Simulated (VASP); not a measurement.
# Sc12C (a cell with a defect) in VASP: a series of runs

Runs on Sc12C (a cell with a defect). Level: PBEsol. Tasks: single point.

Program: VASP 6.6.1. These are calculated values, not measurements. Logs are shortened: lines on timing, memory, paths and dates and some standing lists are left out, and cuts for length are marked.

## (1) The crystal as given

The cell holds a defect, 13 atoms: a = 6.620 Å, b = 9.930 Å, c = 5.276 Å, α = 90.00°, β = 90.00°, γ = 120.00°.

The cell was built by a generator and needn't be a form met in nature.

## (2) Single point, PBEsol

INCAR

```
SYSTEM = Sc12C
PREC = Accurate ; ENCUT = 520
EDIFF = 1E-6 ; ISMEAR = 0
SIGMA = 0.1 ; LREAL = .FALSE.
LASPH = .TRUE. ; NELM = 100
ALGO = Fast ; ISIF = 2
LWAVE = .FALSE. ; LCHARG = .FALSE.
GGA = PS ; NBANDS = 80
```

KPOINTS

```
regular mesh
0
G
  3 2 3
  0 0 0
```

POSCAR

```
Sc12C
1.0
    6.6200000000      0.0000000000      0.0000000000
   -4.9650000000      8.5996320000      0.0000000000
    0.0000000000      0.0000000000      5.2761400000
Sc C
12 1
Direct
    0.0003594316     -0.0034194486      0.0063379668
    0.1703339362      0.2254303440      0.4854776409
   -0.0150566135      0.3262739615      0.0018123098
    0.1656272638      0.5549900275      0.4843472690
    0.0051838601      0.6738483693      0.0022506984
    0.1634545832      0.8860538451      0.5070443544
    0.4953602455     -0.0026544159      0.0102451792
    0.6639020991      0.2192241482      0.5086015534
    0.5063106300      0.3277076275      0.0018555232
    0.6665127839      0.5552593413      0.4843093625
    0.5092509015      0.6800163077      0.0012348042
    0.6727334897      0.8933967174      0.5082281744
    0.3357408166      0.4477110183      1.1316113674
```

Potentials or basis: VASP PAW PBE potentials, release 64 (Sc_sv, C).

Command:

```
$ cat potpaw_PBE.64/Sc_sv/POTCAR potpaw_PBE.64/C/POTCAR > POTCAR
$ mpirun -np 1 vasp_std > vasp.out
```

OUTCAR:

```text
SYSTEM = Sc12C
   PREC = Accurate
   ENCUT = 520
   EDIFF = 1E-6
   ISMEAR = 0
   LREAL = .FALSE.
   LASPH = .TRUE.
   NELM = 100
   ISIF = 2
   GGA = PS

 ion  position               nearest neighbor table
   1  0.000  0.997  0.006-  11 3.20   2 3.20   5 3.22  12 3.23   6 3.24   6 3.25  12 3.25   7 3.27
                             9 3.32   3 3.33   7 3.35   2 3.38
   2  0.170  0.225  0.485-  13 2.67   9 3.20   3 3.20   1 3.20  10 3.28   4 3.29  12 3.30   8 3.30
                             8 3.32   9 3.34   3 3.34   6 3.35   1 3.38
   3  0.985  0.326  0.002-  13 2.13   9 3.18   8 3.19   2 3.20   4 3.22   8 3.25   7 3.25   1 3.33
                             2 3.34   4 3.37   5 3.39
   4  0.166  0.555  0.484-  13 2.66   5 3.20   3 3.22  11 3.22   2 3.29   6 3.30  10 3.31  10 3.31
                             8 3.33   5 3.35  12 3.36   3 3.37  11 3.37
   5  0.005  0.674  0.002-   6 3.19  10 3.20   4 3.20   1 3.22   6 3.23   7 3.23  11 3.31  11 3.31
                            10 3.35   4 3.35   9 3.37   3 3.39
   6  0.163  0.886  0.507-   5 3.19   5 3.23   7 3.24   1 3.24   1 3.25   7 3.27  12 3.29  10 3.29
                             4 3.30   8 3.31  12 3.34   2 3.35
   7  0.495  0.997  0.010-  11 3.20   5 3.23   6 3.24   9 3.25   8 3.25  12 3.25   3 3.25   8 3.26
                             6 3.27  12 3.27   1 3.27   1 3.35
   8  0.664  0.219  0.509-   9 3.19   3 3.19   9 3.24   3 3.25   7 3.25   7 3.26  12 3.27   2 3.30
                             6 3.31   2 3.32   4 3.33  10 3.33
   9  0.506  0.328  0.002-  13 2.12   3 3.18   8 3.19   2 3.20  10 3.21   8 3.24   7 3.25   1 3.32
                             2 3.34  10 3.36   5 3.37
  10  0.667  0.555  0.484-  13 2.66   5 3.20   9 3.21  11 3.23   2 3.28   6 3.29   4 3.31   4 3.31
                             8 3.33  12 3.34   5 3.35   9 3.36  11 3.37
  11  0.509  0.680  0.001-  13 2.11  12 3.18   7 3.20   1 3.20   4 3.22  10 3.23  12 3.24   5 3.31
                             5 3.31   4 3.37  10 3.37
  12  0.673  0.893  0.508-  11 3.18   1 3.23  11 3.24   1 3.25   7 3.25   8 3.27   7 3.27   6 3.29
                             2 3.30   6 3.34  10 3.34   4 3.36
  13  0.336  0.448  0.132-  11 2.11   9 2.12   3 2.13  10 2.66   4 2.66   2 2.67

  LATTYP: Found a simple monoclinic cell.
 ALAT       =     6.6200000000
 B/A-ratio  =     0.7970000000
 C/A-ratio  =     1.3228756170
 COS(beta)  =    -0.1889822420

  Lattice vectors:

 A1 = (   6.6200000000,   0.0000000000,   0.0000000000)
 A2 = (   0.0000000000,   0.0000000000,   5.2761400000)
 A3 = (  -1.6550000000,  -8.5996320000,   0.0000000000)

Analysis of symmetry for initial positions (statically):
=====================================================================
 Subroutine PRICEL returns:
 Original cell was already a primitive cell.

 Routine SETGRP: Setting up the symmetry group for a
 simple monoclinic supercell.

 Subroutine GETGRP returns: Found  1 space group operations
 (whereof  1 operations were pure point group operations)
 out of a pool of  4 trial point group operations.
[... 164 lines left out ...]
  Thomas-Fermi vector in A             =   2.390775
   LORBIT       =      0    0 simple, 1 ext, 2 COOP (PROOUT), +10 PAW based schemes
   GGA     = PS    functional components
   LHFCALC =     F    Hartree Fock is set to
   AEXX    =    0.0000 exact exchange contribution
   IVDW    =     0    specifies the selected vdW correction
   LEPSILON=     F    determine dielectric tensor
   LRPA    =     F    only Hartree local field effects (RPA)
 non-spin polarized calculation
 RMM-DIIS sequential band-by-band and
 Gauss-broadening in eV      SIGMA  =   0.10
  energy-cutoff  :      520.00
  volume of cell :      300.37
 maximum number of plane-waves:      8103
 NGX is ok and might be reduce to    50
   NGX = 25   NGY = 37   NGZ = 19

 number of electron     136.0000004 magnetization

 Free energy of the ion-electron system (eV)
  ---------------------------------------------------
  ext. energy  EPLUGINS =         0.00000000
  ---------------------------------------------------
  free energy    TOTEN  =       -88.83263922 eV

  energy without entropy =      -88.68654054  energy(sigma->0) =      -88.75958988

 E-fermi :   3.6546     XC(G=0): -10.0656

 val. band max:        3.6466991789   @ k =   0.3333   0.5000   0.3333
 cond. band min:       3.6786070616   @ k =  -0.3333  -0.0000   0.3333
 fundamental gap:      0.0319078827
 Fermi energy:         3.6545552538

 k-point     1 :       0.0000    0.0000    0.0000
  band No.  band energies     occupation
      1     -45.6875      2.00000
      2     -45.6642      2.00000
      3     -45.6339      2.00000
      4     -45.6176      2.00000
      5     -45.5249      2.00000
      6     -45.4959      2.00000
[... 819 lines left out ...]
     79       4.7327      0.00000
     80       4.8311      0.00000

------------------------ aborting loop because EDIFF is reached ----------------------------------------

  FORCE on cell =-STRESS in cart. coord.  units (eV):
  Direction    XX          YY          ZZ          XY          YZ          ZX
  --------------------------------------------------------------------------------------
  -------------------------------------------------------------------------------------
  Total       -3.0672096     -2.5986990     -5.4229700     -0.1437736     -0.0387318      0.0129499
  in kB      -16.3606244    -13.8615693    -28.9263487     -0.7668944     -0.2065972      0.0690752
  external PRESSURE =     -19.7161808 kB  Pullay stress =       0.0000000 kB

 VOLUME and BASIS-vectors are now :
 -----------------------------------------------------------------------------
  energy-cutoff  :      520.00
  volume of cell :      300.37
      direct lattice vectors                 reciprocal lattice vectors
     6.620000000  0.000000000  0.000000000     0.151057402  0.087213034  0.000000000
    -4.965000000  8.599632000  0.000000000     0.000000000  0.116284046  0.000000000
     0.000000000  0.000000000  5.276140000     0.000000000  0.000000000  0.189532499

 POSITION                                       TOTAL-FORCE (eV/Angst)
 -----------------------------------------------------------------------------------
     -4.94564      8.57023      0.03344         0.003373     -0.038978     -0.067273
      0.00835      1.93862      2.56145         0.007103      0.099447     -0.341443
      4.90037      2.80584      0.00956         0.178477      0.124280     -0.107800
     -1.65907      4.77271      2.55548         0.140059     -0.070038     -0.373327
     -3.31134      5.79485      0.01187         0.007128      0.010555     -0.140039
     -3.31719      7.61974      2.67524         0.025727      0.012858     -0.056725
     -1.67254      8.57681      0.05405        -0.006294     -0.004613     -0.001598
      3.30658      1.88525      2.68345        -0.004308      0.021622     -0.034852
      1.72471      2.81817      0.00979        -0.183664      0.126502     -0.112283
      1.65545      4.77503      2.55528        -0.139745     -0.075893     -0.374490
     -0.00504      5.84789      0.00651         0.000010     -0.217218     -0.133719
      0.01778      7.68288      2.68148        -0.024223     -0.023694     -0.040824
     -0.00028      3.85015      0.69440        -0.003642      0.035170      1.784372
 -----------------------------------------------------------------------------------
    total drift:                                0.000087      0.000346      0.000311

  FREE ENERGIE OF THE ION-ELECTRON SYSTEM (eV)
  ---------------------------------------------------
  free  energy   TOTEN  =       -88.8326392162 eV

  energy  without entropy=      -88.6865405361  energy(sigma->0) =      -88.75958988
```

OSZICAR:

```text
N       E                     dE             d eps       ncg     rms          rms(c)
DAV:   1     0.313310362054E+04    0.31331E+04   -0.58111E+04  1624   0.180E+03
DAV:   2     0.187232418514E+03   -0.29459E+04   -0.29208E+04  2320   0.857E+02
DAV:   3    -0.819296517197E+02   -0.26916E+03   -0.26216E+03  2672   0.357E+02
[... 23 lines left out ...]
RMM:  27    -0.888326336725E+02   -0.36463E-05   -0.36505E-05  1279   0.583E-03    0.530E-04
RMM:  28    -0.888326357917E+02   -0.21192E-05   -0.21964E-05  1245   0.458E-03    0.489E-04
RMM:  29    -0.888326374643E+02   -0.16726E-05   -0.16665E-05  1239   0.421E-03    0.714E-04
RMM:  30    -0.888326384416E+02   -0.97731E-06   -0.10122E-05  1100   0.316E-03    0.776E-04
RMM:  31    -0.888326392162E+02   -0.77461E-06   -0.76744E-06  1058   0.301E-03
   1 F= -.88832639E+02 E0= -.88759590E+02  d E =-.146099E+00
```

Wall time 6.6 min (1 thread of Intel Xeon 6975P-C (Granite Rapids), shared host); peak memory 0.49 GiB.

Results:

```yaml
Free_energy: -88.8326 eV
Pressure: -2.0 GPa
Largest_force: 1.785 eV/Å
Band_gap_on_the_k_mesh: none (metal or under the smearing width)
```

Forces on the atoms (eV/Å):
```
Sc   0.003 -0.039 -0.067
Sc   0.007  0.099 -0.341
Sc   0.178  0.124 -0.108
Sc   0.140 -0.070 -0.373
Sc   0.007  0.011 -0.140
Sc   0.026  0.013 -0.057
Sc  -0.006 -0.005 -0.002
Sc  -0.004  0.022 -0.035
Sc  -0.184  0.127 -0.112
Sc  -0.140 -0.076 -0.374
Sc   0.000 -0.217 -0.134
Sc  -0.024 -0.024 -0.041
C   -0.004  0.035  1.784
```

Stress tensor (GPa, compression positive):
```
-1.64 -0.08  0.01
-0.08 -1.39 -0.02
 0.01 -0.02 -2.89
```

Caveat: the k mesh is coarse (spacing up to 0.40 Å⁻¹), so the values aren't converged; the PAW data sets were made with another functional, which shifts forces and pressure a little.

## (3) Single point, PBEsol

INCAR

```
SYSTEM = Sc12C
PREC     = Accurate       ! precision mode
ENCUT    = 520            ! plane-wave cutoff, eV
EDIFF    = 1E-6           ! SCF threshold, eV
ISMEAR   = 0              ! smearing method
SIGMA    = 0.1            ! smearing width, eV
LREAL    = .FALSE.        ! projectors in reciprocal space
LASPH    = .TRUE.         ! aspherical terms in the spheres
NELM     = 60             ! most SCF steps
ALGO     = Fast           ! electronic algorithm
ISIF     = 2              ! what is computed and relaxed
LWAVE    = .FALSE.        ! write WAVECAR
LCHARG   = .FALSE.        ! write CHGCAR
GGA      = PS             ! functional
NBANDS   = 80             ! bands
```

KPOINTS is that of step 2.

POSCAR

```
Sc12C
1.0
    6.6200000000      0.0000000000      0.0000000000
   -4.9650000000      8.5996320000      0.0000000000
    0.0000000000      0.0000000000      5.2761400000
Sc C
12 1
Direct
   -0.0005171007     -0.0042961141      0.0072128488
    0.1735309209      0.2293248130      0.4813445056
   -0.0032662174      0.3311521935      0.0048209486
    0.1683041976      0.5528527267      0.4791364520
    0.0060075544      0.6742803646     -0.0007037342
    0.1661094196      0.8879533450      0.5081904574
    0.4957482139     -0.0024960370      0.0146813769
    0.6643452582      0.2195439293      0.5104644683
    0.5025019917      0.3327450523      0.0049231067
    0.6604913314      0.5535590360      0.4791669668
    0.5023542838      0.6708367288      0.0032392999
    0.6709069869      0.8929082082      0.5102339968
    0.3352435589      0.4466536475      1.1947906993
```

Potentials or basis: VASP PAW PBE potentials, release 64 (Sc_sv, C).

Command:

```
$ cat potpaw_PBE.64/Sc_sv/POTCAR potpaw_PBE.64/C/POTCAR > POTCAR
$ mpirun -np 1 vasp_std > vasp.out
```

OUTCAR:

```text
SYSTEM = Sc12C
   PREC = Accurate
   ENCUT = 520
   EDIFF = 1E-6
   ISMEAR = 0
   LREAL = .FALSE.
   LASPH = .TRUE.
   NELM = 60
   ISIF = 2
   GGA = PS

 ion  position               nearest neighbor table
   1  0.999  0.996  0.007-   2 3.21   5 3.21  12 3.23   6 3.24   6 3.24  12 3.26  11 3.26   7 3.28
                             9 3.34   3 3.34   7 3.34   2 3.43
   2  0.174  0.229  0.481-  13 2.40   9 3.14   3 3.15   1 3.21  10 3.22   4 3.23   8 3.30   8 3.33
                            12 3.34   9 3.35   3 3.35   6 3.37   1 3.43
   3  0.997  0.331  0.005-  13 2.18   2 3.15   4 3.15   8 3.23   8 3.28   9 3.28   7 3.32   1 3.34
                             9 3.34   2 3.35  11 3.36   4 3.37   5 3.38
[... 1087 lines left out ...]
     6.620000000  0.000000000  0.000000000     0.151057402  0.087213034  0.000000000
    -4.965000000  8.599632000  0.000000000     0.000000000  0.116284046  0.000000000
     0.000000000  0.000000000  5.276140000     0.000000000  0.000000000  0.189532499

 POSITION                                       TOTAL-FORCE (eV/Angst)
 -----------------------------------------------------------------------------------
      1.67291      8.56269      0.03806        -0.003788     -0.022053     -0.077121
      0.01018      1.97211      2.53964         0.006448      0.100781     -0.153264
      4.95421      2.84779      0.02544         0.172516      0.135325     -0.053071
     -1.63074      4.75433      2.52799         0.101834     -0.060936     -0.179596
     -3.30803      5.79856      5.27243         0.007800     -0.009096     -0.152295
     -3.30904      7.63607      2.68128         0.033801      0.042520     -0.074315
     -1.67075      8.57817      0.07746         0.005146     -0.006260     -0.008534
      3.30793      1.88800      2.69328        -0.006261     -0.004539     -0.063135
      1.67448      2.86148      0.02598        -0.172921      0.142900     -0.054250
      1.62403      4.76040      2.52815        -0.108132     -0.057625     -0.178685
     -0.00512      5.76895      0.01709         0.000784     -0.251427     -0.072846
      0.00811      7.67868      2.69207        -0.035068      0.000062     -0.057404
      0.00168      3.84106      1.02774        -0.002158     -0.009651      1.124517
 -----------------------------------------------------------------------------------
    total drift:                                0.000041     -0.000060     -0.000137

  FREE ENERGIE OF THE ION-ELECTRON SYSTEM (eV)
  ---------------------------------------------------
  free  energy   TOTEN  =       -89.4390874433 eV

  energy  without entropy=      -89.2736282046  energy(sigma->0) =      -89.35635782
```

It took 7.6 min on 1 thread of Intel Xeon 6975P-C (Granite Rapids), shared host; peak memory 0.49 GiB.

What came out:

| Property | Result |
| --- | --- |
| Free energy | -89.4391 eV |
| Pressure | -1.9 GPa |
| Largest force | 1.125 eV/Å |
| Band gap on the k mesh | none (metal or under the smearing width) |

Forces in eV/Å, atoms in the order of the input:
```
Sc  -0.004 -0.022 -0.077
Sc   0.006  0.101 -0.153
Sc   0.173  0.135 -0.053
Sc   0.102 -0.061 -0.180
Sc   0.008 -0.009 -0.152
Sc   0.034  0.043 -0.074
Sc   0.005 -0.006 -0.009
Sc  -0.006 -0.005 -0.063
Sc  -0.173  0.143 -0.054
Sc  -0.108 -0.058 -0.179
Sc   0.001 -0.251 -0.073
Sc  -0.035  0.000 -0.057
C   -0.002 -0.010  1.125
```

Levels at points of the mesh, in eV from the Fermi level:
| k point | band 65 | band 66 | band 67 | band 68 | band 69 | band 70 | band 71 | band 72 |
| --- | --- | --- | --- | --- | --- | --- | --- | --- |
| (0.00, 0.00, 0.00) | -0.47 | -0.41 | -0.34 | -0.29 | -0.22 | -0.06 | 0.00 | 0.09 |
| (0.00, 0.50, 0.00) | -0.48 | -0.34 | -0.30 | -0.26 | -0.17 | -0.09 | 0.01 | 0.08 |

Caveat: the k mesh is coarse (spacing up to 0.40 Å⁻¹), so the values aren't converged; the PAW data sets were made with another functional, which shifts forces and pressure a little.

## (4) Single point, PBEsol

INCAR

```
PREC     = Accurate       # precision mode
ENCUT    = 520            # plane-wave cutoff, eV
EDIFF    = 1E-6           # SCF threshold, eV
ISMEAR   = 0              # smearing method
SIGMA    = 0.1            # smearing width, eV
LREAL    = F              # projectors in reciprocal space
LASPH    = T              # aspherical terms in the spheres
NELM     = 100            # most SCF steps
ALGO     = Fast           # electronic algorithm
ISIF     = 2              # what is computed and relaxed
LWAVE    = F              # write WAVECAR
LCHARG   = F              # write CHGCAR
GGA      = PS             # functional
NBANDS   = 80             # bands
```

KPOINTS

```
Automatic mesh
0
Gamma
  3 2 3
```

POSCAR

```
Sc12C
1.0
    6.6200000000      0.0000000000      0.0000000000
   -4.9650000000      8.5996320000      0.0000000000
    0.0000000000      0.0000000000      5.2761400000
Sc C
12 1
Direct
    0.0000370316     -0.0037701613     -0.0009630146
    0.1747107357      0.2305468420      0.4919626848
    0.0092960022      0.3362949717      0.0132797841
    0.1677013638      0.5508348497      0.4874173164
    0.0057367329      0.6730576378     -0.0069298768
    0.1721092949      0.8920103790      0.4954570955
    0.4962996981     -0.0021039272      0.0061541202
    0.6622782924      0.2168727685      0.5087806616
    0.5004478833      0.3393391717      0.0143790726
    0.6588494429      0.5538224194      0.4887538996
    0.4937463314      0.6599199826      0.0097470878
    0.6685075092      0.8941318652      0.5027739977
    0.3340871799      0.4452409126      1.2508337535
```

Command:

```
$ cat potpaw_PBE.64/Sc_sv/POTCAR potpaw_PBE.64/C/POTCAR > POTCAR
$ mpirun -np 1 vasp_std > vasp.out
```

Run time: 7.8 min. Hardware: 1 thread of Intel Xeon 6975P-C (Granite Rapids), shared host; peak memory 0.5 GiB.

The run converged. Its results:

```yaml
Free_energy: -89.6468 eV
Pressure: -1.6 GPa
Largest_force: 0.048 eV/Å
Band_gap_on_the_k_mesh: none (metal or under the smearing width)
```

Forces in eV/Å, atoms in the order of the input:
```
Sc  -0.015  0.014 -0.002
Sc   0.004 -0.035  0.033
Sc  -0.001 -0.004 -0.011
Sc  -0.010  0.027  0.020
Sc  -0.001 -0.020  0.000
Sc  -0.022 -0.012 -0.001
Sc   0.016  0.016  0.004
Sc  -0.001  0.027 -0.001
Sc   0.007 -0.025 -0.017
Sc   0.001  0.005  0.002
Sc  -0.003  0.026 -0.030
Sc   0.018 -0.018 -0.001
C    0.006 -0.002  0.002
```

Stress tensor (GPa, compression positive):
```
-1.56 -0.07  0.02
-0.07 -1.51 -0.03
 0.02 -0.03 -1.59
```

Levels at points of the mesh, in eV from the Fermi level:
```
           k point  band 65  band 66  band 67  band 68  band 69  band 70
(0.00, 0.00, 0.00)    -0.46    -0.38    -0.28    -0.25    -0.25    -0.16
(0.00, 0.50, 0.00)    -0.45    -0.30    -0.25    -0.24    -0.21    -0.05
```

Caveat: the k mesh is coarse (spacing up to 0.40 Å⁻¹), so the values aren't converged; the PAW data sets were made with another functional, which shifts forces and pressure a little.

[end of part 1 of 2]
